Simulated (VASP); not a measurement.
**HfO2 in VASP: relaxing the cell**

Cell and atoms of fluorite HfO2 are relaxed with PBE.

The runs shown are made with VASP 6.6.1. PAW datasets, plane waves, zero pressure. Computed at 0 K without zero-point motion; spin polarisation is off.

**1. Starting point**

Space group Fm-3m (No. 225), cubic; a = 5.671 Å in the conventional setting, 15.20 Å³ an atom. Around Hf lie 8 O at 2.46 Å; around O lie 4 Hf at 2.46 Å.

As a file:

```xyz
3
Lattice="0.0000 2.8354 2.8354 2.8354 0.0000 2.8354 2.8354 2.8354 0.0000" Properties=species:S:1:pos:R:3 pbc="T T T"
Hf    0.0000    0.0000    0.0000
O     1.4177    1.4177    1.4177
O     4.2531    4.2531    4.2531
```

**2. Relaxing with PBE**

Input file INCAR:

```
ENCUT = 600.000000
SIGMA = 0.020000
EDIFF = 1.00e-07
EDIFFG = -5.00e-03
GGA = PE
PREC = Accurate
IBRION = 2
ISIF = 3
ISMEAR = -1
NBANDS = 18
NELM = 120
NSW = 40
LASPH = .TRUE.
LCHARG = .FALSE.
LWAVE = .FALSE.
LREAL = .FALSE.
```

Input file KPOINTS:

```
KPOINTS created by Atomic Simulation Environment
0
Gamma
8 8 8
0 0 0
```

Input file POSCAR:

```
Hf O
 1.0000000000000000
     0.0000000000000000    2.8354234751999998    2.8354234751999998
     2.8354234751999998    0.0000000000000000    2.8354234751999998
     2.8354234751999998    2.8354234751999998    0.0000000000000000
 Hf  O
   1   2
Cartesian
  0.0000000000000000  0.0000000000000000  0.0000000000000000
  1.4177117375999999  1.4177117375999999  1.4177117375999999
  4.2531352128000002  4.2531352128000002  4.2531352128000002
```

The run uses the recommended PBE PAW datasets (22 valence electrons a neutral cell).

Command:

```console
$ mpirun -np 1 vasp_std
```

The first run moved the cell so far that it was started again from its end, on a fresh basis. The second run's POSCAR:

```
Hf O
 1.0000000000000000
    -0.0000000000000000    2.5357709772575108    2.5357709772575108
     2.5357709772575108    0.0000000000000000    2.5357709772575108
     2.5357709772575108    2.5357709772575108   -0.0000000000000000
 Hf  O
   1   2
Cartesian
  0.0000000000000000  0.0000000000000000  0.0000000000000000
  1.2678854886287554  1.2678854886287554  1.2678854886287554
  3.8036564658862662  3.8036564658862662  3.8036564658862662
```

The files below are the second run's.

Printed to the terminal (iteration lines stand in OSZICAR):

```text
POSCAR found type information on POSCAR HfO
 POSCAR found :  2 types and       3 ions
 LDA part: xc-table for (Slater+PW92), standard interpolation
 POSCAR, INCAR and KPOINTS ok, starting setup
 FFT: planning ... GRIDC
 FFT: planning ... GRID_SOFT
 FFT: planning ... GRID
 WAVECAR not read
 WARNING: random wavefunctions but no delay for mixing, default for NELMDL
 entering main loop
 curvature:   0.00 expect dE= 0.000E+00 dE for cont linesearch  0.000E+00
 search vector abs. value=  0.279E-04
 bond charge predicted
 bond charge predicted
 curvature:  -0.20 expect dE=-0.224E-07 dE for cont linesearch -0.224E-07
 search vector abs. value=  0.110E-06
 reached required accuracy - stopping structural energy minimisation
```

OSZICAR:

```text
N       E                     dE             d eps       ncg     rms          rms(c)
DAV:   1     0.996530628559E+02    0.99653E+02   -0.13702E+04  1044   0.135E+03
DAV:   2    -0.315859239680E+02   -0.13124E+03   -0.12608E+03  1340   0.299E+02
DAV:   3    -0.360045358898E+02   -0.44186E+01   -0.44039E+01  1238   0.489E+01
DAV:   4    -0.360289522087E+02   -0.24416E-01   -0.24410E-01  1274   0.402E+00
DAV:   5    -0.360290940346E+02   -0.14183E-03   -0.14182E-03  1188   0.291E-01    0.478E+01
DAV:   6    -0.303863110415E+02    0.56428E+01   -0.20191E+01  1068   0.324E+01    0.415E+01
DAV:   7    -0.302913009505E+02    0.95010E-01   -0.67095E-01  1196   0.678E+00    0.291E+01
DAV:   8    -0.302762948701E+02    0.15006E-01   -0.29591E-01  1130   0.500E+00    0.974E+00
DAV:   9    -0.302534308808E+02    0.22864E-01   -0.69678E-02  1102   0.223E+00    0.267E+00
DAV:  10    -0.302536299544E+02   -0.19907E-03   -0.34364E-03  1162   0.446E-01    0.183E-01
DAV:  11    -0.302536717044E+02   -0.41750E-04   -0.17693E-04  1188   0.116E-01    0.209E-01
DAV:  12    -0.302536842825E+02   -0.12578E-04   -0.37603E-05  1156   0.413E-02    0.134E-02
DAV:  13    -0.302536852146E+02   -0.93207E-06   -0.14484E-06  1238   0.913E-03    0.281E-03
DAV:  14    -0.302536854677E+02   -0.25309E-06   -0.18107E-07  1106   0.293E-03    0.445E-03
DAV:  15    -0.302536854203E+02    0.47446E-07   -0.64465E-09   754   0.572E-04
   1 F= -.30253685E+02 E0= -.30253685E+02  d E =-.302537E+02
       N       E                     dE             d eps       ncg     rms          rms(c)
DAV:   1    -0.302538232339E+02   -0.13777E-03   -0.34745E-03  1090   0.492E-01    0.186E-01
DAV:   2    -0.302537023993E+02    0.12083E-03   -0.48138E-04  1092   0.151E-01    0.575E-02
DAV:   3    -0.302536832876E+02    0.19112E-04   -0.28149E-05  1154   0.415E-02    0.360E-02
DAV:   4    -0.302536791786E+02    0.41090E-05   -0.14913E-05  1180   0.288E-02    0.267E-02
DAV:   5    -0.302536790274E+02    0.15116E-06   -0.30981E-07  1274   0.433E-03    0.385E-02
DAV:   6    -0.302536798536E+02   -0.82616E-06   -0.35199E-07  1146   0.442E-03    0.227E-03
DAV:   7    -0.302536798556E+02   -0.19886E-08   -0.17846E-08   654   0.110E-03
   2 F= -.30253680E+02 E0= -.30253680E+02  d E =0.556466E-05
       N       E                     dE             d eps       ncg     rms          rms(c)
DAV:   1    -0.302537403212E+02   -0.60468E-04   -0.11547E-03  1096   0.283E-01    0.107E-01
DAV:   2    -0.302536999180E+02    0.40403E-04   -0.15927E-04  1086   0.870E-02    0.330E-02
DAV:   3    -0.302536936561E+02    0.62619E-05   -0.93235E-06  1152   0.238E-02    0.206E-02
DAV:   4    -0.302536919393E+02    0.17168E-05   -0.49395E-06  1180   0.166E-02    0.153E-02
DAV:   5    -0.302536921221E+02   -0.18278E-06   -0.97077E-08   902   0.249E-03    0.218E-02
DAV:   6    -0.302536915007E+02    0.62132E-06   -0.10708E-07   826   0.250E-03    0.151E-03
DAV:   7    -0.302536914992E+02    0.15198E-08   -0.10325E-08   622   0.809E-04
   3 F= -.30253691E+02 E0= -.30253691E+02  d E =-.607896E-05
```

From OUTCAR:

```text
k-points           NKPTS =     29   k-points in BZ     NKDIM =     29   number of bands    NBANDS=     18

   NELECT =      22.0000    total number of electrons

   dimension x,y,z NGX =    30 NGY =   30 NGZ =   30
   dimension x,y,z NGXF=    60 NGYF=   60 NGZF=   60

  energy-cutoff  :      600.00
  volume of cell :       32.59
      direct lattice vectors                 reciprocal lattice vectors
     0.000000000  2.535355563  2.535355563    -0.197210998  0.197210998  0.197210998
     2.535355563 -0.000000000  2.535355563     0.197210998 -0.197210998  0.197210998
     2.535355563  2.535355563  0.000000000     0.197210998  0.197210998 -0.197210998

 k-points in reciprocal lattice and weights: KPOINTS created by Atomic Simulation Env
   0.00000000  0.00000000  0.00000000       0.002
   0.12500000  0.00000000  0.00000000       0.016
   0.25000000  0.00000000  0.00000000       0.016
   0.37500000  0.00000000  0.00000000       0.016
   0.50000000  0.00000000  0.00000000       0.008
   0.12500000  0.12500000  0.00000000       0.012
   0.25000000  0.12500000  0.00000000       0.047
   0.37500000  0.12500000  0.00000000       0.047
[... 21 more k-points ...]

 E-fermi :   4.7534

 k-point     1 :       0.0000    0.0000    0.0000
  band No.  band energies     occupation
      1     -25.4143      2.00000
      2     -25.4143      2.00000
      3     -25.4143      2.00000
      4     -14.4550      2.00000
      5     -11.4253      2.00000
      6      -1.0660      2.00000
      7      -1.0660      2.00000
      8      -1.0660      2.00000
      9       3.6671      2.00000
     10       3.6671      2.00000
     11       3.6671      2.00000
     12       8.1550      0.00000
     13       8.1550      0.00000
     14      10.1086      0.00000
     15      14.6904      0.00000
     16      14.6904      0.00000
     17      14.6904      0.00000
     18      17.7630      0.00000

 k-point     2 :       0.1250    0.0000    0.0000
  band No.  band energies     occupation
      1     -25.4817      2.00000
      2     -25.4216      2.00000
      3     -25.4216      2.00000
      4     -14.2473      2.00000
      5     -11.5944      2.00000
      6      -0.9156      2.00000
      7      -0.9156      2.00000
      8      -0.6507      2.00000
      9       3.2095      2.00000
     10       3.3838      2.00000
     11       3.3838      2.00000
     12       8.4431      0.00000
     13       8.4431      0.00000
     14      10.7204      0.00000
     15      13.9970      0.00000
     16      14.4260      0.00000
     17      14.4260      0.00000
     18      17.7331      0.00000

 k-point     3 :       0.2500    0.0000    0.0000
  band No.  band energies     occupation
      1     -25.6379      2.00000
      2     -25.4393      2.00000
      3     -25.4393      2.00000
      4     -13.7552      2.00000
      5     -11.9361      2.00000
      6      -0.5436      2.00000
      7      -0.5436      2.00000
      8       0.3154      2.00000
      9       2.3047      2.00000
     10       2.8653      2.00000
     11       2.8653      2.00000
     12       8.8749      0.00000
     13       8.8749      0.00000
     14      11.3390      0.00000
     15      13.4985      0.00000
     16      13.9504      0.00000
     17      13.9504      0.00000
     18      16.9377      0.00000

[... the tables of k-points 4 to 29 left out ...]

  Total        0.0015091      0.0015091      0.0015091      0.0000000     -0.0000000      0.0000000
  in kB        0.0741769      0.0741769      0.0741769      0.0000000     -0.0000000      0.0000000
  external PRESSURE =       0.0741769 kB  Pullay stress =       0.0000000 kB

 POSITION                                       TOTAL-FORCE (eV/Angst)
 -----------------------------------------------------------------------------------
      0.00000      0.00000      0.00000        -0.000000     -0.000000      0.000000
      1.26768      1.26768      1.26768         0.000000      0.000000      0.000000
      3.80303      3.80303      3.80303        -0.000000      0.000000     -0.000000
 -----------------------------------------------------------------------------------
    total drift:                                0.000000     -0.000000      0.000000

  FREE ENERGIE OF THE ION-ELECTRON SYSTEM (eV)
  ---------------------------------------------------
  free  energy   TOTEN  =       -30.2536914992 eV

  energy  without entropy=      -30.2536914992  energy(sigma->0) =      -30.25369150
```

CONTCAR

```
Hf O
   1.00000000000000
     0.0000000000000000    2.5353555628966653    2.5353555628966653
     2.5353555628966653   -0.0000000000000000    2.5353555628966653
     2.5353555628966653    2.5353555628966653    0.0000000000000000
  Hf              O
     1     2
Direct
     0.0000000000000000    0.0000000000000000    0.0000000000000000
     0.2500000000000000    0.2500000000000000    0.2500000000000000
     0.7500000000000000    0.7500000000000000    0.7500000000000000

  0.00000000E+00  0.00000000E+00  0.00000000E+00
  0.00000000E+00  0.00000000E+00  0.00000000E+00
  0.00000000E+00  0.00000000E+00  0.00000000E+00
```

Run time: 22 s. Hardware: 1 MPI rank of Intel Xeon 6975P-C, shared host; peak memory 0.18 GiB.

Step by step:

```csv
step,energy change (meV/atom),largest force (eV/Å),pressure (GPa),volume (Å³/atom)
1,0.0,0.0000,-0.12,10.870
2,0.0,0.0000,0.17,10.858
3,0.0,0.0000,0.01,10.865
```

|  | before | after | change |
| --- | --- | --- | --- |
| a (Å) | 5.671 | 5.071 | -10.58 % |
| volume (Å³/atom) | 15.197 | 10.865 | -28.51 % |
| shortest distance (Å) | 2.456 | 2.196 | -10.58 % |
| space group | Fm-3m | Fm-3m | same |

**3. What came out**

```
level  a (Å)  volume (Å³/atom)  space group
  PBE  5.071            10.865        Fm-3m
```

The PBE run changed the volume by -28.5 % from its own start of 15.20 Å³/atom.
